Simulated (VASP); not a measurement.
# TiSe under strain, part 3 of 4

Aim: follow the pressure of TiSe through compression, expansion and shear. All runs use PBEsol. Left out of this account: 1 further run (self-consistent run: a reference on another mesh). The start is a cell from a database of measured crystal structures.

VASP 6.6.1; PBEsol, no spin polarisation; plane waves and PAW (Ti_sv, Se).

Still holding for the runs below: This run has no spin polarisation, although Ti can carry a moment. Spin-orbit coupling is off here; it would split degenerate levels.

So far, pressure (GPa): step 2 (bands, cell as listed) -0.621; step 3 (cell volume +4.0 %) -4.96; step 4 (cell volume +8.0 %) -8.44.

## Step 5: Bands, sheared, principal strains -2.5, +0.9, +1.6 %

The cell is sheared at fixed volume, which lowers its symmetry.

Contents of INCAR:

```
SYSTEM = TiSe
PREC = Accurate
ENCUT = 400
EDIFF = 1E-06
NELM = 100
ISMEAR = -1
SIGMA = 0.05
LREAL = .FALSE.
ALGO = Normal
GGA = PS
NBANDS = 32
LASPH = .TRUE.
LORBIT = 11
LWAVE = .FALSE.
LCHARG = .FALSE.
KPAR = 4
```

Contents of POSCAR:

```
TiSe
1.0
    3.5935140000      0.0503630000     -0.0085290000
   -1.7531420000      3.0090800000      0.0324080000
   -0.0149070000      0.0567940000      6.2593820000
Ti Se
2 2
Direct
    0.0000000000      0.0000000000      0.0000000000
    0.0000000000      0.0000000000      0.5000000000
    0.3333333333      0.6666666667      0.2500000000
    0.6666666667      0.3333333333      0.7500000000
```

Contents of KPOINTS:

```
Automatic mesh
0
Gamma
10 10 5
0 0 0
```

Contents of KPOINTS_OPT:

```
Line mode
16
Line-mode
Reciprocal
 -0.50000000   0.00000000   0.00000000 X
  0.00000000   0.00000000   0.00000000 GAMMA

  0.00000000   0.00000000   0.00000000 GAMMA
  0.00000000   0.00000000  -0.50000000 Y

 -0.50000000   0.00000000  -0.50000000 L
  0.00000000   0.00000000   0.00000000 GAMMA

  0.00000000   0.00000000   0.00000000 GAMMA
  0.50000000  -0.50000000   0.00000000 Z

  0.00000000  -0.50000000   0.00000000 N
  0.00000000   0.00000000   0.00000000 GAMMA

  0.00000000   0.00000000   0.00000000 GAMMA
  0.50000000  -0.50000000  -0.50000000 M

  0.00000000  -0.50000000  -0.50000000 R
  0.00000000   0.00000000   0.00000000 GAMMA
```

PAW data sets: Ti_sv and Se (PBE family, release 64).

Started as:

```console
mpirun -np 4 vasp_std
```

What it wrote:

```text
[... set-up lines as in an earlier step ...]
 entering main loop
       N       E                     dE             d eps       ncg     rms          rms(c)
DAV:   1     0.363832153714E+03    0.36383E+03   -0.14296E+04 16144   0.104E+03
DAV:   2     0.545600644921E+01   -0.35838E+03   -0.34185E+03 16816   0.343E+02
DAV:   3    -0.295520466529E+02   -0.35008E+02   -0.34250E+02 23360   0.102E+02
DAV:   4    -0.317280421495E+02   -0.21760E+01   -0.21501E+01 22744   0.212E+01
DAV:   5    -0.317863627840E+02   -0.58321E-01   -0.58313E-01 19992   0.300E+00    0.152E+01
DAV:   6    -0.290341466579E+02    0.27522E+01   -0.84492E+00 20480   0.276E+01    0.411E+00
DAV:   7    -0.289573316388E+02    0.76815E-01   -0.86870E-01 18920   0.836E+00    0.334E+00
DAV:   8    -0.289396508406E+02    0.17681E-01   -0.11899E-01 20192   0.252E+00    0.107E+00
DAV:   9    -0.289403375668E+02   -0.68673E-03   -0.88784E-02 19328   0.209E+00    0.747E-01
DAV:  10    -0.289341269960E+02    0.62106E-02   -0.41882E-02 19112   0.103E+00    0.299E-01
DAV:  11    -0.289343482571E+02   -0.22126E-03   -0.11938E-03 19336   0.237E-01    0.828E-02
DAV:  12    -0.289343165022E+02    0.31755E-04   -0.22676E-04 21288   0.849E-02    0.237E-02
DAV:  13    -0.289343164986E+02    0.35452E-08   -0.10413E-05 18984   0.197E-02    0.975E-03
DAV:  14    -0.289343158906E+02    0.60807E-06   -0.14617E-06 13520   0.123E-02
   1 F= -.28934316E+02 E0= -.28917546E+02  d E =-.335392E-01
 Start KPOINTS_OPT (optional k-point list driver)
k-point batch [1-112\112]
       N       E                     dE             ncg
DAV:   1     0.327877618267E+04   -0.59857E+05     7176
DAV:   2    -0.368453649938E+05   -0.40124E+05     7360
DAV:   3    -0.408903252594E+05   -0.40450E+04    10552
DAV:   4    -0.411646050180E+05   -0.27428E+03     9776
DAV:   5    -0.411733368282E+05   -0.87318E+01     9232
DAV:   6    -0.411734341853E+05   -0.97357E-01     9280
DAV:   7    -0.411734375169E+05   -0.33316E-02     9512
DAV:   8    -0.411734375337E+05   -0.16767E-04     7456
DAV:   9    -0.411734375342E+05   -0.52585E-06     5712
```

It took 63 s on 4 MPI ranks of Intel Xeon 6975P-C (Granite Rapids), shared host; peak memory 2.2 GiB.

Parts of OUTCAR (step 5):

```text
   k-points           NKPTS =    252   k-points in BZ     NKDIM =    252   number of bands    NBANDS=     32

   ENCUT  =  400.0 eV  29.40 Ry    5.42 a.u.   5.86  5.68 10.21*2*pi/ulx,y,z

   NELECT =      36.0000    total number of electrons

 E-fermi :   8.6790

 k-point     1 :       0.0000    0.0000    0.0000
  band No.  band energies     occupation
    ...
     17       7.2239      2.00000
     18       8.1515      1.99995
     19       8.1646      1.99993
     20       8.3824      1.99471
     21       8.3875      1.99414
     22       9.8264      0.00000
     23       9.8812      0.00000
     24      10.9782      0.00000
     25      12.0046      0.00000
     26      12.0431      0.00000
    ...

  Total       -2.2852404     -0.9868028      2.3926717     -0.7039405     -1.0901731      0.3070815
  in kB      -53.6618263    -23.1720232     56.1845185    -16.5298732    -25.5993539      7.2108631
  external PRESSURE =      -6.8831103 kB  Pullay stress =       0.0000000 kB

 POSITION                                       TOTAL-FORCE (eV/Angst)
 -----------------------------------------------------------------------------------
      0.00000      0.00000      0.00000        -0.000000     -0.000000      0.000000
     -0.00745      0.02840      3.12969         0.000000      0.000000      0.000000
      0.02535      2.03704      1.58361         0.178702      0.170182     -0.013285
      1.80012      1.07920      4.69965        -0.178702     -0.170182      0.013285
 -----------------------------------------------------------------------------------
    total drift:                               -0.000000      0.000000      0.000000

  FREE ENERGIE OF THE ION-ELECTRON SYSTEM (eV)
  ---------------------------------------------------
  free  energy   TOTEN  =       -28.9343158906 eV

  energy  without entropy=      -28.9007766999  energy(sigma->0) =      -28.91754630

[... 1 part as in an earlier step ...]

[... 14 further parts left out ...]
```

The path and its labels are those of the sheared lattice, so a letter need not mean the same point as in the unstrained cell.

This step gave:

| Quantity | Value |
| --- | --- |
| SCF cycles | 14 |
| irreducible k-points | 252 |
| symmetry operations | 2 |
| free energy (TOTEN) | -28.93 eV |
| energy at zero smearing | -28.92 eV |
| Fermi energy | 8.679 eV |
| pressure | -0.6883 GPa |

The electronic bands at the labelled points (eV, zero at the Fermi level; # counts the bands kept, so #1 is VASP's band 11):

```csv
point,#5,#6,#7,#8,#9,#10,#11,#12
X,-4.23,-3.04,-2.00,-0.34,0.70,1.11,1.32,1.44
0.47 of the way,-3.91,-2.74,-1.72,0.10,0.32,0.51,1.02,1.16
Γ,-1.88,-1.72,-1.46,-0.53,-0.51,-0.30,-0.29,1.15
0.47 of the way,-2.44,-2.20,-1.01,-0.39,-0.16,0.15,0.38,1.15
Y,-3.21,-3.20,0.02,0.04,0.13,0.13,0.23,0.24
jump to L,-3.74,-3.71,-1.10,-1.08,1.23,1.24,1.47,1.47
0.47 of the way,-3.88,-3.01,-1.38,-0.33,0.31,0.78,0.83,1.51
Γ,-1.88,-1.72,-1.46,-0.53,-0.51,-0.30,-0.29,1.15
0.47 of the way,-3.73,-2.92,-1.64,0.09,0.27,0.29,0.89,1.09
Z,-4.47,-3.38,-2.02,-0.33,0.68,1.07,1.43,1.44
jump to N,-4.54,-3.47,-2.03,-0.32,0.67,1.11,1.42,1.44
0.53 of the way,-3.74,-3.00,-1.63,0.08,0.26,0.28,0.89,1.08
Γ,-1.88,-1.72,-1.46,-0.53,-0.51,-0.30,-0.29,1.15
0.47 of the way,-3.75,-3.11,-1.32,-0.11,0.09,0.56,0.70,1.56
M,-4.02,-3.97,-1.06,-1.01,1.21,1.24,1.51,1.52
jump to R,-4.10,-4.04,-1.06,-0.99,1.24,1.26,1.48,1.51
0.53 of the way,-3.73,-3.18,-1.30,-0.09,0.07,0.54,0.67,1.58
Γ,-1.88,-1.72,-1.46,-0.53,-0.51,-0.30,-0.29,1.15
```

Of the projections kept (Ti, Se), the largest for each band there; the rest of the weight can lie on other orbitals:

| point | #5 | #6 | #7 | #8 | #9 | #10 | #11 | #12 |
| --- | --- | --- | --- | --- | --- | --- | --- | --- |
| X | Se 0.59 | Se 0.90 | Ti 0.93 | Ti 0.92 | Ti 0.96 | Ti 0.99 | Ti 0.95 | Ti 1.00 |
| Γ | Ti 0.95 | Se 0.96 | Se 0.96 | Ti 0.95 | Ti 0.94 | Ti 0.94 | Ti 0.95 | Ti 0.99 |
| Y | Se 0.60 | Se 0.61 | Ti 0.95 | Ti 0.95 | Ti 0.85 | Ti 0.85 | Ti 0.96 | Ti 0.96 |
| L | Se 0.67 | Se 0.68 | Ti 0.91 | Ti 0.91 | Ti 0.99 | Ti 1.00 | Ti 0.97 | Ti 0.97 |
| Γ | Ti 0.95 | Se 0.96 | Se 0.96 | Ti 0.95 | Ti 0.94 | Ti 0.94 | Ti 0.95 | Ti 0.99 |
| Z | Se 0.60 | Se 0.90 | Ti 0.92 | Ti 0.92 | Ti 0.96 | Ti 0.98 | Ti 1.00 | Ti 0.96 |

Force by atom:

```csv
atom,x (eV/Å),y (eV/Å),z (eV/Å),size
Ti1,0.000,0.000,0.000,0.000
Ti2,0.000,0.000,0.000,0.000
Se3,0.179,0.170,-0.013,0.247
Se4,-0.179,-0.170,0.013,0.247
```

 The pressure is -0.69 GPa, and the symmetry operations fall from 24 to 2.

## Step 6: Bands, volume times 0.96

The cell is compressed evenly, with fractional positions held.

INCAR is that of step 5.

Contents of POSCAR:

```
TiSe
1.0
    3.5108995090      0.0000000000      0.0000000000
   -1.7554497545      3.0405281650      0.0000000000
    0.0000000000      0.0000000000      6.1359356409
Ti Se
2 2
Direct
    0.0000000000      0.0000000000      0.0000000000
    0.0000000000      0.0000000000      0.5000000000
    0.3333333333      0.6666666667      0.2500000000
    0.6666666667      0.3333333333      0.7500000000
```

KPOINTS is that of step 5.

Contents of KPOINTS_OPT:

```
Line mode
16
Line-mode
Reciprocal
  0.00000000   0.00000000   0.00000000 GAMMA
  0.50000000   0.00000000   0.00000000 M

  0.50000000   0.00000000   0.00000000 M
  0.33333333   0.33333333   0.00000000 K

  0.33333333   0.33333333   0.00000000 K
  0.00000000   0.00000000   0.00000000 GAMMA

  0.00000000   0.00000000   0.00000000 GAMMA
  0.00000000   0.00000000   0.50000000 A

  0.00000000   0.00000000   0.50000000 A
  0.50000000   0.00000000   0.50000000 L

  0.50000000   0.00000000   0.50000000 L
  0.33333333   0.33333333   0.50000000 H

  0.33333333   0.33333333   0.50000000 H
  0.00000000   0.00000000   0.50000000 A

  0.50000000   0.00000000   0.50000000 L
  0.50000000   0.00000000   0.00000000 M

  0.33333333   0.33333333   0.00000000 K
  0.33333333   0.33333333   0.50000000 H
```

Started as:

```console
mpirun -np 4 vasp_std
```

What it wrote:

```text
[... set-up lines as in an earlier step ...]
 entering main loop
       N       E                     dE             d eps       ncg     rms          rms(c)
DAV:   1     0.366047212607E+03    0.36605E+03   -0.14261E+04  2696   0.105E+03
DAV:   2     0.592285015551E+01   -0.36012E+03   -0.34370E+03  2776   0.347E+02
DAV:   3    -0.293316623381E+02   -0.35255E+02   -0.34500E+02  3904   0.104E+02
DAV:   4    -0.315541477192E+02   -0.22225E+01   -0.21962E+01  3760   0.213E+01
DAV:   5    -0.316108275228E+02   -0.56680E-01   -0.56674E-01  3384   0.309E+00    0.161E+01
DAV:   6    -0.289814786154E+02    0.26293E+01   -0.79111E+00  3376   0.273E+01    0.442E+00
DAV:   7    -0.289179572742E+02    0.63521E-01   -0.79805E-01  3224   0.800E+00    0.365E+00
DAV:   8    -0.289011674137E+02    0.16790E-01   -0.10834E-01  3560   0.221E+00    0.110E+00
DAV:   9    -0.288970180177E+02    0.41494E-02   -0.15653E-02  3184   0.108E+00    0.355E-01
DAV:  10    -0.288973865413E+02   -0.36852E-03   -0.91971E-04  3712   0.197E-01    0.103E-01
DAV:  11    -0.288973388426E+02    0.47699E-04   -0.28120E-04  3560   0.969E-02    0.361E-02
DAV:  12    -0.288973394859E+02   -0.64325E-06   -0.11952E-05  3200   0.238E-02    0.117E-02
DAV:  13    -0.288973398511E+02   -0.36518E-06   -0.10470E-06  2568   0.857E-03
   1 F= -.28897340E+02 E0= -.28880860E+02  d E =-.329603E-01
 Start KPOINTS_OPT (optional k-point list driver)
k-point batch [1-42\144]
       N       E                     dE             ncg
DAV:   1    -0.119261537521E+04   -0.37548E+05     2688
DAV:   2    -0.162133704275E+05   -0.15021E+05     2776
DAV:   3    -0.176592730726E+05   -0.14459E+04     3984
DAV:   4    -0.177466997638E+05   -0.87427E+02     3664
DAV:   5    -0.177492073898E+05   -0.25076E+01     3488
DAV:   6    -0.177492268610E+05   -0.19471E-01     3408
DAV:   7    -0.177492273623E+05   -0.50131E-03     3512
DAV:   8    -0.177492273678E+05   -0.55024E-05     2648
DAV:   9    -0.177492273680E+05   -0.16484E-06     2120
[...]
k-point batch [127-144\144]
       N       E                     dE             ncg
DAV:   1     0.200702060001E+05   -0.22474E+05     1160
DAV:   2     0.137482091534E+05   -0.63220E+04     1256
DAV:   3     0.131526565575E+05   -0.59555E+03     1728
DAV:   4     0.131216990348E+05   -0.30958E+02     1568
DAV:   5     0.131208229554E+05   -0.87608E+00     1456
DAV:   6     0.131208142810E+05   -0.86744E-02     1448
DAV:   7     0.131208139915E+05   -0.28954E-03     1464
DAV:   8     0.131208139872E+05   -0.42568E-05     1288
DAV:   9     0.131208139871E+05   -0.16479E-06      888
```

Wall time 22 s (4 MPI ranks); peak memory 0.86 GiB.

Parts of OUTCAR (step 6):

```text
   ENCUT  =  400.0 eV  29.40 Ry    5.42 a.u.   5.73  5.73 10.01*2*pi/ulx,y,z

   NELECT =      36.0000    total number of electrons

 E-fermi :   9.1595

 k-point     1 :       0.0000    0.0000    0.0000
  band No.  band energies     occupation
    ...
     17       7.5845      2.00000
     18       8.6737      1.99988
     19       8.6737      1.99988
     20       8.7089      1.99976
     21       8.7089      1.99976
     22      10.4259      0.00000
     23      10.4259      0.00000
     24      11.6878      0.00000
     25      12.5168      0.00000
     26      12.9563      0.00000
    ...

  Total        0.3842103      0.3842103      5.1053165      0.0000000      0.0000000      0.0000000
  in kB        9.3979129      9.3979129    124.8777395      0.0000000      0.0000000      0.0000000
  external PRESSURE =      47.8911884 kB  Pullay stress =       0.0000000 kB

 POSITION                                       TOTAL-FORCE (eV/Angst)
 -----------------------------------------------------------------------------------
      0.00000      0.00000      0.00000         0.000000     -0.000000      0.000000
      0.00000      0.00000      3.06797         0.000000     -0.000000      0.000000
     -0.00000      2.02702      1.53398        -0.000000      0.000000     -0.000000
      1.75545      1.01351      4.60195         0.000000     -0.000000     -0.000000
 -----------------------------------------------------------------------------------
    total drift:                               -0.000000      0.000000      0.000000

  FREE ENERGIE OF THE ION-ELECTRON SYSTEM (eV)
  ---------------------------------------------------
  free  energy   TOTEN  =       -28.8973398511 eV

  energy  without entropy=      -28.8643795825  energy(sigma->0) =      -28.88085972

[... 3 parts as in an earlier step ...]

[... 13 further parts left out ...]
```

Numbers from this step:

* SCF cycles: 13
* irreducible k-points: 42
* symmetry operations: 24
* free energy (TOTEN): -28.90 eV
* energy at zero smearing: -28.88 eV
* Fermi energy: 9.159 eV
* pressure: 4.789 GPa

The electronic bands at the labelled points (eV, zero at the Fermi level; # counts the bands kept, so #1 is VASP's band 11):

```
          point     #5     #6     #7     #8     #9    #10    #11   #12
              Γ  -2.01  -1.57  -1.57  -0.49  -0.49  -0.45  -0.45  1.27
0.53 of the way  -4.01  -3.06  -1.81   0.20   0.27   0.49   1.06  1.19
              M  -4.58  -3.38  -2.16  -0.30   0.74   1.18   1.40  1.53
0.53 of the way  -5.04  -4.54  -0.80  -0.05   0.71   0.87   1.10  1.66
              K  -5.05  -4.55   0.17   0.38   0.38   0.56   0.56  1.58
0.47 of the way  -4.26  -3.91  -1.28   0.22   0.50   0.72   1.04  1.12
              Γ  -2.01  -1.57  -1.57  -0.49  -0.49  -0.45  -0.45  1.27
0.47 of the way  -2.39  -2.39  -1.04  -0.34  -0.34   0.28   0.28  1.29
              A  -3.45  -3.45   0.11   0.11   0.11   0.11   0.17  0.17
0.47 of the way  -3.72  -3.72  -0.73  -0.73   0.32   0.32   1.07  1.07
              L  -4.06  -4.06  -1.11  -1.11   1.32   1.32   1.55  1.55
0.53 of the way  -4.70  -4.70  -0.66  -0.66   1.13   1.13   1.31  1.31
              H  -4.76  -4.76  -0.32  -0.32   0.86   0.86   1.60  1.60
0.47 of the way  -4.16  -4.16  -0.62  -0.62   0.13   0.13   1.49  1.49
              A  -3.45  -3.45   0.11   0.11   0.11   0.11   0.17  0.17
      jump to L  -4.06  -4.06  -1.11  -1.11   1.32   1.32   1.55  1.55
0.47 of the way  -4.42  -3.63  -1.81  -0.52   1.14   1.23   1.45  1.52
              M  -4.58  -3.38  -2.16  -0.30   0.74   1.18   1.40  1.53
      jump to K  -5.05  -4.55   0.17   0.38   0.38   0.56   0.56  1.58
0.53 of the way  -4.89  -4.89  -0.11  -0.11   0.39   1.09   1.09  1.36
              H  -4.76  -4.76  -0.32  -0.32   0.86   0.86   1.60  1.60
```

Of the projections kept (Ti, Se), the largest for each band there; the rest of the weight can lie on other orbitals:

```
point       #5       #6       #7       #8       #9      #10      #11      #12
    Γ  Ti 0.94  Se 0.96  Se 0.96  Ti 0.94  Ti 0.94  Ti 0.94  Ti 0.94  Ti 0.99
    M  Se 0.59  Se 0.89  Ti 0.92  Ti 0.92  Ti 0.95  Ti 0.99  Ti 0.95  Ti 1.00
    K  Se 0.69  Se 0.81  Ti 0.92  Ti 0.95  Ti 0.95  Ti 0.90  Ti 0.90  Ti 0.96
    Γ  Ti 0.94  Se 0.96  Se 0.96  Ti 0.94  Ti 0.94  Ti 0.94  Ti 0.94  Ti 0.99
    A  Se 0.60  Se 0.60  Ti 0.96  Ti 0.96  Ti 0.96  Ti 0.96  Ti 0.83  Ti 0.83
    L  Se 0.68  Se 0.68  Ti 0.90  Ti 0.90  Ti 0.99  Ti 0.99  Ti 0.96  Ti 0.96
```

 The pressure is 4.79 GPa.

For the pressure, step 2 gave -0.621 GPa; this run, with cell volume -4.0 %, gives 4.79 GPa.

(Part 3 of 4 ends here.)

[Lines on the potential files, build, host, timing and source positions are cut from VASP's logs without a mark.]

[Logs are printed without paths, hosts, clocks, repeated set-up lines and the standing remarks that a program may print on its own settings, such as how far it seeks lower states.]

[Hosts, paths, dates, database ids (printed as entryN), source tags and the programs' standing remarks are cut or masked in the printed files.]

[A measured line is paired with the nearest computed mode of its activity, which favours agreement.]
